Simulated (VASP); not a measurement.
Here is the system:

```
K
1.0
   -2.65301     2.65301     2.65301
    2.65301    -2.65301     2.65301
    2.65301     2.65301    -2.65301
K
1
Direct
  0.00000   0.00000   0.00000
```

Method: SCAN meta-GGA, VASP's PBE PAW potentials (set 64) (plane waves; VASP). Settings: 520 eV cut-off, 11×11×11 Γ-centred mesh, tetrahedra with Blöchl corrections, potentials K_sv.

Q: Predict the energy per atom (σ→0), band gap (over mesh and band path) with the smallest direct gap where there is one.

A: 
```
Item                                                                   Value
----------------------------------  ----------------------------------------
band gap (over mesh and band path)  none (metal, semimetal or under 0.01 eV)
energy per atom (σ→0)                                         -8.336 eV/atom
```

The compound is K in the bcc structure. It was relaxed first.
